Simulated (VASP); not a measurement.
Calculation: rev-vdW-DF2, VASP's PBE PAW potentials (set 64) (plane waves; VASP).

VASP input:

File POSCAR:
```
CdF2
1
    0.0000000000     2.7186012485     2.7186012485
    2.7186012485     0.0000000000     2.7186012485
    2.7186012485     2.7186012485     0.0000000000
Cd F
1 2
Direct
  0.0000000000   0.0000000000   0.0000000000
  0.2500000000   0.2500000000   0.2500000000
  0.7500000000   0.7500000000   0.7500000000
```

File KPOINTS:
```
Automatic mesh
0
Gamma
8 8 8
0 0 0
```

### INCAR
```
AGGAC=0.0
ALGO=Normal
EDIFF=1E-7
ENCUT=520
GGA=MK
ISIF=2
ISMEAR=-5
LASPH=.True.
LCHARG=.True.
LEFG=.True.
LMAXMIX=4
LORBIT=11
LREAL=.False.
LUSE_VDW=.True.
LWAVE=.False.
NEDOS=601
NELM=100
PARAM1=0.1234568
PARAM2=0.7114
PREC=Accurate
SYSTEM=CdF2
ZAB_VDW=-1.8867
```

POTCAR, in this order: Cd F (PBE.64 set). Program: vasp_std.

Estimate the energy per atom (σ→0), band gap (on the k-mesh).

```json
{
 "energy per atom (σ→0)": "-1616 meV/atom",
 "band gap (on the k-mesh)": "2.88 eV"
}
```

### OSZICAR
```
...
DAV:   9    -0.484809757129E+01    0.99962E-02   -0.41283E-02  1239   0.246E+00    0.101E-01
DAV:  10    -0.484844986479E+01   -0.35229E-03   -0.30990E-03   989   0.705E-01    0.103E-01
DAV:  11    -0.484849079751E+01   -0.40933E-04   -0.15816E-04  1097   0.180E-01    0.440E-02
DAV:  12    -0.484849516999E+01   -0.43725E-05   -0.68758E-05   988   0.824E-02    0.133E-02
DAV:  13    -0.484849533720E+01   -0.16721E-06   -0.23333E-06  1012   0.155E-02    0.714E-03
DAV:  14    -0.484849514490E+01    0.19230E-06   -0.65017E-07   993   0.149E-02    0.501E-04
DAV:  15    -0.484849514715E+01   -0.22510E-08   -0.30543E-08   518   0.207E-03
   1 F= -.48484951E+01 E0= -.48484951E+01  d E =0.000000E+00
```

The compound is CdF2 in the fluorite structure. It was relaxed first.
